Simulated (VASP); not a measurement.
```
CELL_PARAMETERS angstrom
      2.81480     0.00000     0.00000
      0.00000     2.81480     0.00000
      0.00000     0.00000     4.05023
ATOMIC_POSITIONS crystal
  Ti 0.00000 0.00000 0.00000
  Al 0.50000 0.50000 0.50000
```

These are r2SCAN meta-GGA, VASP's PBE PAW potentials (set 64) (plane waves; VASP) values and carry that method's errors. Settings: 480 eV cut-off, 12×12×8 Γ-centred mesh, first-order Methfessel-Paxton smearing of 0.10 eV, potentials Ti_sv Al.

Each row applies one change to this cell, which was relaxed at other settings and keeps the small stress of the first row; at a fixed cut-off the stress holds a Pulay part, so it need not integrate to ΔE exactly. Stress is in GPa, positive when the cell is compressed.

```csv
change,ΔE (meV/atom),σxx,σyy,σzz,"largest shear component, with its sign (GPa)",largest force (eV/Å)
none,0.0,0.07,0.07,0.19,0.00,0.000
atom 1 (Ti) moved by 0.200 Å along z,65.7,1.80,1.80,2.48,0.00,1.328
atom 2 (Al) moved by 0.200 Å along z,65.7,1.81,1.81,2.48,0.00,1.328
isotropic strain of +2.0 %,19.4,-6.40,-6.40,-6.26,0.00,0.000
uniaxial strain of -2.0 % along z,4.6,1.98,1.98,3.96,0.00,0.000
uniaxial strain of -1.5 % along y,___,___,___,___,___,___
biaxial strain of -2.0 % in the xy plane,12.9,6.34,6.34,3.61,0.00,0.000
atom 2 (Al) moved by 0.075 Å along y,___,___,___,___,___,___
```

Task: Fill in the missing entries.

Result: 
- uniaxial strain of -1.5 % along y, ΔE (meV/atom): 3.0
- uniaxial strain of -1.5 % along y, σxx: 0.93
- uniaxial strain of -1.5 % along y, σyy: 3.76
- uniaxial strain of -1.5 % along y, σzz: 1.37
- uniaxial strain of -1.5 % along y, largest shear component, with its sign (GPa): 0.00
- uniaxial strain of -1.5 % along y, largest force (eV/Å): 0.000
- atom 2 (Al) moved by 0.075 Å along y, ΔE (meV/atom): 7.0
- atom 2 (Al) moved by 0.075 Å along y, σxx: 0.22
- atom 2 (Al) moved by 0.075 Å along y, σyy: 0.12
- atom 2 (Al) moved by 0.075 Å along y, σzz: 0.56
- atom 2 (Al) moved by 0.075 Å along y, largest shear component, with its sign (GPa): 0.00
- atom 2 (Al) moved by 0.075 Å along y, largest force (eV/Å): 0.375

Failed runs are left out, and for metals the shear rows, which the mesh's noise covers.

The compound is TiAl in the L1_0 structure. The electron count is odd and the run is not spin-polarised, which forces a metal.
